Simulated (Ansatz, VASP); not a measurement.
# BC7 in VASP and in Ansatz

```
B C
1.0
     5.04649    0.00000    0.00000
    -2.52325    4.37039    0.00000
     0.00000    0.00000    8.77799
B C
2 14
Cartesian
  0.0000 2.9136 0.0000
  2.5232 1.4568 0.0000
  3.7850 0.7283 4.3890
  1.2618 3.6421 4.3890
  0.0000 2.9136 4.3890
  2.5232 2.9137 4.3890
  -1.2618 3.6421 4.3890
  2.5232 1.4568 4.3890
  1.2615 0.7283 4.3890
  0.0000 1.4566 4.3890
  2.5232 2.9758 0.0000
  1.3155 3.6731 0.0000
  3.8387 0.6973 0.0000
  0.0000 1.3946 0.0000
  1.2078 0.6973 0.0000
  -1.3155 3.6731 0.0000
```

Alike in both runs: functional PBE; k mesh 6 × 6 × 4; occupations gaussian, width 0.1 eV; no spin polarisation.

Ansatz relaxed the structure, and its values are those at the end. VASP's run is a single point on that final structure, the one shown.

|  | VASP | Ansatz |
| --- | --- | --- |
| version | VASP 6.6.1 | Ansatz 0.2.0 |
| potentials or method | VASP PAW PBE potentials, release 64 (B, C) | scalar-relativistic, plane waves, PAW |
| plane-wave cutoff (eV) | 520 | 420 |
| valence electrons in the cell | 62 | 62 |

VASP gave:

| Property | Result |
| --- | --- |
| gap on the k mesh at the Fermi level (eV) | none |
| pressure (GPa) | 0.3 |
| rms of the force components (eV/Å) | 0.012 |

Question: Which values does Ansatz return?

Answer: gap on the k mesh at the Fermi level (eV): none; pressure (GPa): 0.0; rms of the force components (eV/Å): 0.000.

A gap of «none» marks a metal or a gap that the smearing closes. The functional is the same, so the differences come from potentials, cutoffs and numerics.

Caveats: this functional lacks dispersion, which binds the layers, so the pressure and a relaxed spacing across them are unreliable.
